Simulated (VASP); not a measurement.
Input:

```xyz
4
Lattice="3.8075 0.0000 0.0000 0.0000 3.8075 0.0000 0.0000 0.0000 4.7994" Properties=species:S:1:pos:R:3 pbc="T T T"
Sn     1.9037     0.0000     3.6472
Sn     0.0000     1.9037     1.1521
O      1.9037     1.9037     0.0000
O      3.8075     0.0000     0.0000
```

Calculation: PBE GGA with D3 dispersion (zero damping), VASP's PBE PAW potentials (set 64) (plane waves; VASP). Numerical set-up: 520 eV cut-off, 6×6×5 Γ-centred mesh, Gaussian smearing of 0.050 eV, potentials Sn_d O.

Question: The ions and cell shape at fixed volume are relaxed. What does this cell relax into?

Answer: 
```xyz
4
Lattice="3.8325 0.0000 0.0000 0.0000 3.8325 0.0000 0.0000 0.0000 4.7369" Properties=species:S:1:pos:R:3 pbc="T T T"
Sn     1.9162     0.0000     3.5721
Sn     0.0000     1.9162     1.1648
O      1.9162     1.9162     0.0000
O      0.0000     0.0000     0.0000
```
Space group P4/nmm (129), at a tolerance of 0.03 Å.

Question: How much energy does the relaxation gain?

Answer: The energy (σ→0) changes by -3.5 meV/atom, in 5 ionic steps.

| step | E(σ→0) (eV) | max force (eV/Å) | pressure (GPa) | volume (Å³) |
|---|---|---|---|---|
| 1 | -23.1983 | 0.419 | 2.85 | 69.57 |
| 2 | -23.2094 | 0.078 | 1.44 | 69.57 |
| 3 | -23.2101 | 0.035 | 0.99 | 69.57 |
| 4 | -23.2116 | 0.017 | 0.90 | 69.57 |
| 5 | -23.2122 | 0.001 | 0.79 | 69.57 |

The compound is SnO in the litharge structure. This cell is one point of a volume scan, at 0.97 of the reference volume. Symmetry was kept, so distortions that lower it aren't found.
